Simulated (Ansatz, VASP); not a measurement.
**LiZnBr3 in two plane-wave programs**

Wanted: the spread between two codes on one cell, functional and k mesh. The cell is generated by rule, not measured, and may not be a known phase. The cell is taken from a series of runs on this material, whose earlier steps may have relaxed, scaled, displaced or heated it; both programs get it as it stands.

Main program and level: Ansatz 0.2.0; plane waves, with VASP 6.6.1 beside it; zone-centre phonons at PBE with D4.

The structure was built from a prototype and need not be the compound's stable phase.

## (1) The starting structure

The structure is cubic, space group Pm-3m (No. 221). Conventional cell: a = 5.209 Å, b = 5.209 Å, c = 5.209 Å, α = 90.00°, β = 90.00°, γ = 90.00°. Nearest to Zn lie 6 Br at 2.60 Å. Nearest to Li lie 12 Br at 3.68 Å. Nearest to Br lie 2 Zn at 2.60 Å. Farther neighbours and most contacts between anions are not listed.

Coordinates:

```cif
data_structure
_symmetry_space_group_name_H-M 'P 1'
_symmetry_Int_Tables_number 1
_cell_length_a 5.2090
_cell_length_b 5.2090
_cell_length_c 5.2090
_cell_angle_alpha 90.000
_cell_angle_beta 90.000
_cell_angle_gamma 90.000
_cell_volume 141.34
loop_
_atom_site_label
_atom_site_type_symbol
_atom_site_fract_x
_atom_site_fract_y
_atom_site_fract_z
_atom_site_occupancy
Zn1 Zn 0.50000 0.50000 0.50000 1
Li2 Li 0.00000 0.00000 0.00000 1
Br3 Br 0.50000 0.50000 0.00000 1
Br4 Br 0.00000 0.50000 0.50000 1
Br5 Br 0.50000 0.00000 0.50000 1
```

## (2) VASP: zone-centre phonons, PBE with D4

Second derivatives magnify differences that forces hide, and they need a tight electronic threshold.

Lines of VASP's logs that name or quote its potential files are left out, and so is its time.

Input file INCAR:

```
SYSTEM = LiZnBr3
PREC = Accurate
ENCUT = 750
EDIFF = 1E-08
NELM = 120
ISMEAR = 0
SIGMA = 0.01
LREAL = .FALSE.
ALGO = Normal
GGA = PE
IVDW = 13
NBANDS = 24
LORBIT = 11
LWAVE = .FALSE.
LCHARG = .FALSE.
ISIF = 2
IBRION = 6
NFREE = 2
POTIM = 0.015
NSW = 1
LASPH = .TRUE.
GGA_COMPAT = .FALSE.
EFERMI = MIDGAP
KPAR = 2
```

Input file POSCAR:

```
LiZnBr3
1.0
    5.2089766521      0.0000000000      0.0000000000
    0.0000000000      5.2089766521      0.0000000000
    0.0000000000      0.0000000000      5.2089766521
Zn Li Br
1 1 3
Direct
    0.5000000000      0.5000000000      0.5000000000
    0.0000000000      0.0000000000      0.0000000000
    0.5000000000      0.5000000000      0.0000000000
    0.0000000000      0.5000000000      0.5000000000
    0.5000000000      0.0000000000      0.5000000000
```

Input file KPOINTS:

```
Automatic mesh
0
Gamma
6 6 6
0 0 0
```

The projector-augmented-wave data sets are Zn, Li_sv and Br (PBE family, release 64).

Command:

```console
> mpirun -np 2 vasp_std
```

Numbers of over 12 decimals in the logs are rounded to 6 here.

Log:

```text
[banner, memory and clock lines left out]
running    2 mpi-ranks, on    1 nodes
 distrk:  each k-point on    1 cores,    2 groups
 distr:  one band on    1 cores,    1 groups

 POSCAR found type information on POSCAR ZnLiBr
 POSCAR found :  3 types and       5 ions
 LDA part: xc-table for (Slater+PW92), standard interpolation
 POSCAR, INCAR and KPOINTS ok, starting setup
 FFT: planning ... GRIDC
 FFT: planning ... GRID_SOFT
 FFT: planning ... GRID
 WAVECAR not read
 entering main loop
       N       E                     dE             d eps       ncg     rms          rms(c)
DAV:   1     0.296880822517E+03    0.29688E+03   -0.18182E+04   960   0.186E+03
DAV:   2     0.214814688652E+02   -0.27540E+03   -0.26399E+03  1176   0.362E+02
DAV:   3    -0.116078660495E+02   -0.33089E+02   -0.32897E+02  1192   0.116E+02
DAV:   4    -0.127787320958E+02   -0.11709E+01   -0.11663E+01  1504   0.212E+01
DAV:   5    -0.127994944776E+02   -0.20762E-01   -0.20758E-01  1280   0.246E+00    0.650E+00
DAV:   6    -0.120818387757E+02    0.71766E+00   -0.12814E+00  1336   0.313E+01    0.468E+00
DAV:   7    -0.120049744908E+02    0.76864E-01   -0.95052E-01  1272   0.592E+00    0.170E+00
DAV:   8    -0.120071180814E+02   -0.21436E-02   -0.68429E-02  1208   0.294E+00    0.572E-01
DAV:   9    -0.120093615903E+02   -0.22435E-02   -0.11420E-02  1176   0.185E+00    0.107E-01
DAV:  10    -0.120096651919E+02   -0.30360E-03   -0.28139E-03  1320   0.829E-01    0.886E-02
DAV:  11    -0.120099090080E+02   -0.24382E-03   -0.12344E-03  1064   0.229E-01    0.228E-02
DAV:  12    -0.120099088046E+02    0.20340E-06   -0.19133E-04  1264   0.244E-01    0.116E-02
DAV:  13    -0.120099073297E+02    0.14749E-05   -0.26275E-05  1152   0.999E-02    0.207E-03
DAV:  14    -0.120099074221E+02   -0.92408E-07   -0.23138E-06  1248   0.135E-02    0.117E-03
DAV:  15    -0.120099074984E+02   -0.76318E-07   -0.32803E-07  1344   0.823E-03    0.559E-04
DAV:  16    -0.120099075377E+02   -0.39212E-07   -0.89520E-08  1240   0.296E-03    0.142E-04
DAV:  17    -0.120099075528E+02   -0.15146E-07   -0.10994E-08   952   0.993E-04    0.167E-04
DAV:  18    -0.120099075588E+02   -0.60322E-08   -0.12312E-09   680   0.607E-04
   1 F= -.13556421E+02 E0= -.13556421E+02  d E =-.223401E-53
[... from here on, the cycles between the ionic steps are left out ...]
   2 F= -.13556342E+02 E0= -.13556342E+02  d E =-.102650E-53
   3 F= -.13556342E+02 E0= -.13556342E+02  d E =-.101767E-53
   4 F= -.13556241E+02 E0= -.13556241E+02  d E =-.215891E-53
   5 F= -.13556241E+02 E0= -.13556241E+02  d E =-.216454E-53
   6 F= -.13556276E+02 E0= -.13556276E+02  d E =-.120396E-53
   7 F= -.13556276E+02 E0= -.13556276E+02  d E =-.120559E-53
   8 F= -.13555915E+02 E0= -.13555915E+02  d E =-.301912E-54
 Finite differences progress:
  Degree of freedom:   4/  4
  Displacement:        1/  2
  Total:               7/  8
 bond charge predicted
       N       E                     dE             d eps       ncg     rms          rms(c)
DAV:   1    -0.120066484074E+02    0.27455E-02   -0.95233E-01  1944   0.375E+00    0.387E-01
DAV:   2    -0.120095523271E+02   -0.29039E-02   -0.31878E-02  2320   0.835E-01    0.717E-02
DAV:   3    -0.120094204201E+02    0.13191E-03   -0.39656E-04  2272   0.114E-01    0.469E-02
DAV:   4    -0.120093910131E+02    0.29407E-04   -0.20150E-04  2216   0.643E-02    0.169E-02
DAV:   5    -0.120093939231E+02   -0.29100E-05   -0.25561E-05  2192   0.243E-02    0.105E-02
DAV:   6    -0.120093939443E+02   -0.21188E-07   -0.18069E-06  2296   0.750E-03    0.655E-03
DAV:   7    -0.120093939186E+02    0.25701E-07   -0.18393E-07  2256   0.252E-03    0.365E-03
DAV:   8    -0.120093939144E+02    0.42151E-08   -0.79423E-08  2312   0.138E-03
   9 F= -.13555915E+02 E0= -.13555915E+02  d E =-.302101E-54
 Finite differences progress:
  Degree of freedom:   4/  4
  Displacement:        2/  2
  Total:               8/  8
```

Parts of OUTCAR (step 2):

```text
ion  position               nearest neighbor table
   1  0.500  0.500  0.500-   3 2.60   4 2.60   5 2.60   3 2.60   5 2.60   4 2.60
   2  0.000  0.000  0.000-
   3  0.500  0.500  0.000-   1 2.60   1 2.60
   4  0.000  0.500  0.500-   1 2.60   1 2.60
   5  0.500  0.000  0.500-   1 2.60   1 2.60

  LATTYP: Found a simple cubic cell.
 ALAT       =     5.2089766521

 Subroutine GETGRP returns: Found 48 space group operations
 (whereof 48 operations were pure point group operations)

The static configuration has the point symmetry O_h .

 Found     20 irreducible k-points:

   k-points           NKPTS =     20   k-points in BZ     NKDIM =     20   number of bands    NBANDS=     24

   dimension x,y,z NGX =    48 NGY =   48 NGZ =   48
   dimension x,y,z NGXF=    96 NGYF=   96 NGZF=   96

   ENCUT  =  750.0 eV  55.12 Ry    7.42 a.u.  11.63 11.63 11.63*2*pi/ulx,y,z

   NELECT =      36.0000    total number of electrons

 k-points in reciprocal lattice and weights: Automatic mesh
   0.00000000  0.00000000  0.00000000       0.005
   0.16666667  0.00000000  0.00000000       0.028
   0.33333333  0.00000000  0.00000000       0.028
   0.50000000  0.00000000  0.00000000       0.014
   0.16666667  0.16666667  0.00000000       0.056
   0.33333333  0.16666667  0.00000000       0.111
   0.50000000  0.16666667  0.00000000       0.056
   0.33333333  0.33333333  0.00000000       0.056
   0.50000000  0.33333333  0.00000000       0.056
[...]
0.50000000  0.50000000  0.33333333       0.028
   0.50000000  0.50000000  0.50000000       0.005

 average (electrostatic) potential at core
       1 -38.5224       2 -66.4335       3 -64.3242       4 -64.3241       5 -64.3241

 E-fermi :   0.0376

 k-point     1 :       0.0000    0.0000    0.0000
  band No.  band energies     occupation
    ...
     14      -0.9383      2.00000
     15      -0.9383      2.00000
     16      -0.6875      2.00000
     17      -0.6859      2.00000
     18      -0.6859      2.00000
     19       0.1455      0.00000
     20       3.0391      0.00000
     21       7.0777      0.00000
     22       7.0777      0.00000
     23       7.6221      0.00000
    ...

 k-point     2 :       0.1667    0.0000    0.0000
  band No.  band energies     occupation
    ...
     14      -1.0085      2.00000
     15      -1.0043      2.00000
     16      -0.9966      2.00000
     17      -0.7327      2.00000
     18      -0.7325      2.00000
     19       0.9557      0.00000
     20       3.3624      0.00000
     21       6.5407      0.00000
     22       7.1416      0.00000
     23       7.1419      0.00000
    ...

 k-point     3 :       0.3333    0.0000    0.0000
  band No.  band energies     occupation
    ...
     14      -1.2158      2.00000
     15      -1.2147      2.00000
     16      -1.1183      2.00000
     17      -0.7579      2.00000
     18      -0.7578      2.00000
     19       2.3407      0.00000
     20       4.1145      0.00000
     21       5.7148      0.00000
     22       6.7948      0.00000
     23       6.7949      0.00000
    ...

  DFT-D4 for vdW energy calculation

  Edisp (eV):   -1.54652

  Total       0.04193     0.04193     0.04758     0.00000     0.00000    -0.00000
[...]
POSITION                                       TOTAL-FORCE (eV/Angst)
 -----------------------------------------------------------------------------------
      2.60449      2.60449      2.60449         0.000000      0.000000     -0.026640
      0.00000      0.00000      0.00000        -0.000000      0.000000      0.000584
      2.60449      2.60449     -0.01500         0.000000      0.000000      0.067752
      0.00000      2.60449      2.60449         0.000000      0.000000     -0.020848
      2.60449      0.00000      2.60449        -0.000000      0.000000     -0.020848
 -----------------------------------------------------------------------------------
    total drift:                               -0.000001     -0.000000      0.000015

  FREE ENERGIE OF THE ION-ELECTRON SYSTEM (eV)
  ---------------------------------------------------
  free  energy   TOTEN  =       -13.5559147565 eV

  energy  without entropy=      -13.5559147565  energy(sigma->0) =      -13.55591476

 Eigenvectors and eigenvalues of the dynamical matrix
 ----------------------------------------------------

   1 f  =    7.720314 THz    48.508165 2PiTHz  257.521965 cm-1    31.928640 meV
             X         Y         Z           dx          dy          dz
      2.604488  2.604488  2.604488     0.023695    0.016426   -0.000000
      0.000000  0.000000  0.000000    -0.801929   -0.555908    0.000000
      2.604488  2.604488  0.000000     0.123870    0.085869   -0.000000
      0.000000  2.604488  2.604488    -0.032986    0.085869   -0.000000
      2.604488  0.000000  2.604488     0.123870   -0.022867   -0.000000

   2 f  =    7.720314 THz    48.508165 2PiTHz  257.521965 cm-1    31.928640 meV
             X         Y         Z           dx          dy          dz
      2.604488  2.604488  2.604488     0.000000   -0.000000   -0.028832
      0.000000  0.000000  0.000000    -0.000000    0.000000    0.975768
      2.604488  2.604488  0.000000     0.000000   -0.000000    0.040137
      0.000000  2.604488  2.604488    -0.000000   -0.000000   -0.150722
      2.604488  0.000000  2.604488     0.000000    0.000000   -0.150722

   3 f  =    7.720314 THz    48.508165 2PiTHz  257.521965 cm-1    31.928640 meV
             X         Y         Z           dx          dy          dz
      2.604488  2.604488  2.604488     0.016426   -0.023695    0.000000
      0.000000  0.000000  0.000000    -0.555908    0.801929   -0.000000
      2.604488  2.604488  0.000000     0.085869   -0.123870    0.000000
      0.000000  2.604488  2.604488    -0.022867   -0.123870    0.000000
      2.604488  0.000000  2.604488     0.085869    0.032986    0.000000

   4 f  =    4.331817 THz    27.217609 2PiTHz  144.493862 cm-1    17.914948 meV
             X         Y         Z           dx          dy          dz
      2.604488  2.604488  2.604488     0.058290    0.363505    0.029941
      0.000000  0.000000  0.000000     0.019087    0.119032    0.009805
      2.604488  2.604488  0.000000     0.038239    0.238462   -0.069331
      0.000000  2.604488  2.604488    -0.134974    0.238462    0.019642
      2.604488  0.000000  2.604488     0.038239   -0.841720    0.019642

   5 f  =    4.331817 THz    27.217609 2PiTHz  144.493862 cm-1    17.914948 meV
             X         Y         Z           dx          dy          dz
      2.604488  2.604488  2.604488    -0.127483    0.048714   -0.343228
      0.000000  0.000000  0.000000    -0.041745    0.015952   -0.112392
      2.604488  2.604488  0.000000    -0.083630    0.031957    0.794766
      0.000000  2.604488  2.604488     0.295194    0.031957   -0.225160
      2.604488  0.000000  2.604488    -0.083630   -0.112800   -0.225160

   6 f  =    4.331817 THz    27.217609 2PiTHz  144.493862 cm-1    17.914948 meV
             X         Y         Z           dx          dy          dz
      2.604488  2.604488  2.604488     0.341732   -0.043831   -0.133148
      0.000000  0.000000  0.000000     0.111902   -0.014353   -0.043600
      2.604488  2.604488  0.000000     0.224179   -0.028754    0.308313
      0.000000  2.604488  2.604488    -0.791302   -0.028754   -0.087346
      2.604488  0.000000  2.604488     0.224179    0.101494   -0.087346

   7 f  =    1.779743 THz    11.182458 2PiTHz   59.365851 cm-1     7.360424 meV
             X         Y         Z           dx          dy          dz
      2.604488  2.604488  2.604488     0.000000   -0.000000    0.000000
      0.000000  0.000000  0.000000    -0.000000   -0.000000   -0.000000
      2.604488  2.604488  0.000000    -0.699339   -0.104110    0.000000
      0.000000  2.604488  2.604488    -0.000000    0.104110    0.009295
      2.604488  0.000000  2.604488     0.699339   -0.000000   -0.009295

   8 f  =    1.779743 THz    11.182458 2PiTHz   59.365851 cm-1     7.360424 meV
             X         Y         Z           dx          dy          dz
      2.604488  2.604488  2.604488     0.000000   -0.000000    0.000000
      0.000000  0.000000  0.000000    -0.000000   -0.000000   -0.000000
      2.604488  2.604488  0.000000     0.009065    0.002234   -0.000000
      0.000000  2.604488  2.604488    -0.000000   -0.002234    0.707045
      2.604488  0.000000  2.604488    -0.009065   -0.000000   -0.707045

   9 f  =    1.779743 THz    11.182458 2PiTHz   59.365851 cm-1     7.360424 meV
             X         Y         Z           dx          dy          dz
      2.604488  2.604488  2.604488     0.000000   -0.000000    0.000000
      0.000000  0.000000  0.000000    -0.000000   -0.000000   -0.000000
      2.604488  2.604488  0.000000    -0.104130    0.699397    0.000000
      0.000000  2.604488  2.604488    -0.000000   -0.699397   -0.000875
      2.604488  0.000000  2.604488     0.104130   -0.000000    0.000875

  10 f  =    0.335760 THz     2.109639 2PiTHz   11.199732 cm-1     1.388589 meV
             X         Y         Z           dx          dy          dz
      2.604488  2.604488  2.604488     0.019017    0.004755   -0.671121
      0.000000  0.000000  0.000000    -0.003916   -0.000979    0.138210
      2.604488  2.604488  0.000000    -0.014576   -0.003644    0.021172
      0.000000  2.604488  2.604488    -0.000600   -0.003644    0.514390
      2.604488  0.000000  2.604488    -0.014576   -0.000150    0.514390

  11 f  =    0.335760 THz     2.109639 2PiTHz   11.199732 cm-1     1.388589 meV
             X         Y         Z           dx          dy          dz
      2.604488  2.604488  2.604488     0.005203   -0.671371   -0.004609
      0.000000  0.000000  0.000000    -0.001071    0.138261    0.000949
      2.604488  2.604488  0.000000    -0.003988    0.514582    0.000145
      0.000000  2.604488  2.604488    -0.000164    0.514582    0.003533
      2.604488  0.000000  2.604488    -0.003988    0.021180    0.003533

  12 f  =    0.335760 THz     2.109639 2PiTHz   11.199732 cm-1     1.388589 meV
             X         Y         Z           dx          dy          dz
      2.604488  2.604488  2.604488     0.671117    0.005070    0.019052
      0.000000  0.000000  0.000000    -0.138209   -0.001044   -0.003924
      2.604488  2.604488  0.000000    -0.514388   -0.003886   -0.000601
      0.000000  2.604488  2.604488    -0.021172   -0.003886   -0.014603
      2.604488  0.000000  2.604488    -0.514388   -0.000160   -0.014603

  13 f/i=    0.085071 THz     0.534517 2PiTHz    2.837664 cm-1     0.351825 meV
             X         Y         Z           dx          dy          dz
      2.604488  2.604488  2.604488     0.014295   -0.054423   -0.639363
      0.000000  0.000000  0.000000     0.002647   -0.010079   -0.118409
      2.604488  2.604488  0.000000     0.008733   -0.033248   -0.514175
      0.000000  2.604488  2.604488     0.011496   -0.033248   -0.390597
      2.604488  0.000000  2.604488     0.008733   -0.043767   -0.390597

  14 f/i=    0.085071 THz     0.534517 2PiTHz    2.837664 cm-1     0.351825 meV
             X         Y         Z           dx          dy          dz
      2.604488  2.604488  2.604488    -0.118681   -0.628713    0.050863
      0.000000  0.000000  0.000000    -0.021980   -0.116437    0.009420
      2.604488  2.604488  0.000000    -0.072504   -0.384090    0.040904
      0.000000  2.604488  2.604488    -0.095443   -0.384090    0.031073
      2.604488  0.000000  2.604488    -0.072504   -0.505610    0.031073

  15 f/i=    0.085071 THz     0.534517 2PiTHz    2.837664 cm-1     0.351825 meV
             X         Y         Z           dx          dy          dz
      2.604488  2.604488  2.604488    -0.630605    0.117091   -0.024066
      0.000000  0.000000  0.000000    -0.116787    0.021685   -0.004457
      2.604488  2.604488  0.000000    -0.385246    0.071533   -0.019354
      0.000000  2.604488  2.604488    -0.507131    0.071533   -0.014702
      2.604488  0.000000  2.604488    -0.385246    0.094165   -0.014702

 ELASTIC MODULI CONTR FROM IONIC RELAXATION (kBar)
 Direction    XX          YY          ZZ          XY          YZ          ZX
 --------------------------------------------------------------------------------
 XX           0.0000      0.0000      0.0000      0.0000      0.0000      0.0000
 YY           0.0000      0.0000      0.0000      0.0000      0.0000      0.0000
 ZZ           0.0000      0.0000      0.0000      0.0000      0.0000      0.0000
 XY           0.0000      0.0000      0.0000      0.0000      0.0000      0.0000
 YZ           0.0000      0.0000      0.0000      0.0000      0.0000      0.0000
 ZX           0.0000      0.0000      0.0000      0.0000      0.0000      0.0000
 --------------------------------------------------------------------------------

 total charge
# of ion       s       p       d       tot
------------------------------------------
    1        0.431   0.317   9.821  10.569
    2        1.986   0.006   0.000   1.992
    3        1.611   3.257   0.012   4.880
    4        1.611   3.257   0.012   4.880
    5        1.611   3.257   0.012   4.880
--------------------------------------------------
tot          7.251  10.094   9.856  27.201

[... 3 further parts left out ...]
```

The last energy, forces, stress and levels in OUTCAR belong to the last displaced cell, not to the cell of POSCAR.

Levels, forces or a CONTCAR printed for this step are those of its last displaced cell, not of the structure at rest.

(Continued in part 2 of 2.)

[Lines on the potential files, build, host, timing and source positions are cut from VASP's logs without a mark.]

[Logs are printed without paths, hosts, clocks, repeated set-up lines and the standing remarks that a program may print on its own settings, such as how far it seeks lower states.]

[Hosts, paths, dates, database ids (printed as entryN), source tags and the programs' standing remarks are cut or masked in the printed files.]
